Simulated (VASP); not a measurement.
VASP ran on this input.

**POSCAR**
```
RbBr
3.4617670
  0.0000000000   0.9999999602   0.9999999602
  0.9999999602   0.0000000000   0.9999999602
  0.9999999602   0.9999999602   0.0000000000
Rb Br
1 1
direct
  0.0000000000   0.0000000000   0.0000000000
  0.5000000000   0.5000000000   0.5000000000
```

**KPOINTS**
```
Automatic mesh
0
Gamma
6 6 6
0 0 0
```

INCAR:
```
SYSTEM = RbBr
PREC = Accurate
ENCUT = 480
EDIFF = 1E-7
NELM = 100
ALGO = Normal
LREAL = .FALSE.
LASPH = .TRUE.
ISMEAR = 0
SIGMA = 0.05
METAGGA = R2SCAN
LMIXTAU = .TRUE.
LMAXMIX = 4
LWAVE = .FALSE.
LCHARG = .FALSE.
ISIF = 2
```

POTCAR, in this order: Rb_sv Br (PBE.64 set). Program: vasp_std.

Task: Translate this r2SCAN calculation to Ansatz.

Result: One equivalent input (not run):
Ansatz 0.2 input:
```yaml
crystal:
  lattice:
    - [0.0000000, 3.4617669, 3.4617669]
    - [3.4617669, 0.0000000, 3.4617669]
    - [3.4617669, 3.4617669, 0.0000000]
  atoms:
    - { symbol: Rb, position: [0.0000000, 0.0000000, 0.0000000] }
    - { symbol: Br, position: [0.5000000, 0.5000000, 0.5000000] }
kpoints:
  mp_grid: { grid: [6, 6, 6] }
hamiltonian:
  xc: r2scan
  pseudopotentials: { kind: paw }
scf:
  occupations: { method: gaussian, width: 0.05 }
  max_iter: 100
output: { forces: true, stress: true, eigenvalues: true }
```
What does not carry over: each code has its own PAW files, so the cut-off isn't converted (ENCUT is set for VASP's; basis.ecutwfc is left out, and Ansatz then takes the one that its files recommend); Ansatz stops its SCF on the density residual and VASP on the energy change (EDIFF).

The compound is RbBr in the rock salt structure. It was relaxed first.
